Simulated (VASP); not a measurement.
OSZICAR of a VASP run on CrO₂ (rutile):

### OSZICAR
```
       N       E                     dE             d eps       ncg     rms          rms(c)
DAV:   1     0.620966226996E+03    0.62097E+03   -0.26558E+04  7440   0.173E+03
DAV:   2     0.798940593406E+01   -0.61298E+03   -0.56853E+03  8228   0.517E+02
DAV:   3    -0.529649274106E+02   -0.60954E+02   -0.59778E+02  8279   0.168E+02
DAV:   4    -0.543643233005E+02   -0.13994E+01   -0.13768E+01  8978   0.253E+01
DAV:   5    -0.543969156173E+02   -0.32592E-01   -0.32572E-01  9139   0.370E+00    0.431E+01
DAV:   6    -0.460472481286E+02    0.83497E+01   -0.12439E+02  8409   0.988E+01    0.370E+01
DAV:   7    -0.411830826124E+02    0.48642E+01   -0.81607E+01  8801   0.982E+01    0.194E+01
DAV:   8    -0.391559152484E+02    0.20272E+01   -0.61194E+00  8091   0.228E+01    0.752E+00
DAV:   9    -0.387063912336E+02    0.44952E+00   -0.16461E+00  9584   0.124E+01    0.229E+00
DAV:  10    -0.387234807223E+02   -0.17089E-01   -0.18611E-01  8198   0.364E+00    0.143E+00
DAV:  11    -0.387243929683E+02   -0.91225E-03   -0.26378E-02  9418   0.165E+00    0.615E-01
DAV:  12    -0.387225121936E+02    0.18808E-02   -0.67935E-03 10447   0.800E-01    0.239E-01
DAV:  13    -0.387223840616E+02    0.12813E-03   -0.78351E-04  8920   0.299E-01    0.973E-02
DAV:  14    -0.387223403043E+02    0.43757E-04   -0.22929E-04  8832   0.126E-01    0.453E-02
DAV:  15    -0.387223461873E+02   -0.58829E-05   -0.28157E-05  9847   0.420E-02    0.280E-02
DAV:  16    -0.387223429232E+02    0.32640E-05   -0.76783E-06  8160   0.317E-02    0.101E-02
DAV:  17    -0.387223419976E+02    0.92558E-06   -0.24524E-06  6915   0.144E-02
   1 F= -.38722342E+02 E0= -.38722779E+02  d E =-.387223E+02  mag=     4.0000
       N       E                     dE             d eps       ncg     rms          rms(c)
DAV:   1    -0.392794929940E+02   -0.55715E+00   -0.13510E+01  7440   0.387E+01    0.741E+00
DAV:   2    -0.390528443747E+02    0.22665E+00   -0.31449E+00  8080   0.217E+01    0.655E+00
DAV:   3    -0.387381347627E+02    0.31471E+00   -0.93750E-01  8602   0.105E+01    0.206E+00
DAV:   4    -0.387192221528E+02    0.18913E-01   -0.21838E-01  7489   0.328E+00    0.669E-01
DAV:   5    -0.387154545543E+02    0.37676E-02   -0.22418E-02  8778   0.974E-01    0.280E-01
DAV:   6    -0.387148780031E+02    0.57655E-03   -0.20426E-03  8315   0.478E-01    0.166E-01
DAV:   7    -0.387147396241E+02    0.13838E-03   -0.74546E-04  8983   0.159E-01    0.385E-02
DAV:   8    -0.387147409805E+02   -0.13564E-05   -0.54583E-05 10653   0.506E-02    0.302E-02
DAV:   9    -0.387147420971E+02   -0.11166E-05   -0.26953E-06  6881   0.114E-02    0.146E-02
DAV:  10    -0.387147427239E+02   -0.62687E-06   -0.10495E-06  4238   0.984E-03
   2 F= -.38714743E+02 E0= -.38715181E+02  d E =0.759927E-02  mag=     4.0000
       N       E                     dE             d eps       ncg     rms          rms(c)
DAV:   1    -0.389077674821E+02   -0.19303E+00   -0.42154E+00  7440   0.213E+01    0.412E+00
DAV:   2    -0.387999410361E+02    0.10783E+00   -0.71865E-01  7680   0.101E+01    0.302E+00
DAV:   3    -0.387465341491E+02    0.53407E-01   -0.27698E-01  8878   0.566E+00    0.133E+00
DAV:   4    -0.387351780206E+02    0.11356E-01   -0.70288E-02  7533   0.255E+00    0.287E-01
DAV:   5    -0.387346310247E+02    0.54700E-03   -0.32774E-03  8491   0.500E-01    0.149E-01
DAV:   6    -0.387344432268E+02    0.18780E-03   -0.48926E-04  9723   0.170E-01    0.582E-02
DAV:   7    -0.387344341751E+02    0.90518E-05   -0.11895E-04  8368   0.684E-02    0.198E-02
DAV:   8    -0.387344354478E+02   -0.12727E-05   -0.12103E-05 10286   0.195E-02    0.146E-02
DAV:   9    -0.387344353653E+02    0.82441E-07   -0.13864E-06  4227   0.764E-03
   3 F= -.38734435E+02 E0= -.38734871E+02  d E =-.120934E-01  mag=     4.0000
```

Which electronic solver shows in the log?

It is blocked Davidson (ALGO = Normal, or the opening steps of other solvers). The INCAR had ALGO = Normal.

How was spin treated?

Collinear spin (ISPIN = 2): the summary line carries one mag value, 4.00 μB in the cell.

Can the final energy be trusted as converged?

The calculation finished and met its thresholds. It stopped with EDIFF = 1E-6, NELM = 100, NSW = 60 and EDIFFG = -0.02 after 3 ionic steps (optB86b-vdW, plane waves, VASP's PBE PAW potentials (set 64)). The moments were started parallel, and other spin orders were not tried in this run.

The compound is CrO2 in the rutile structure. This run relaxes it. Symmetry was kept, so distortions that lower it aren't found. The start is the result of an earlier pass.
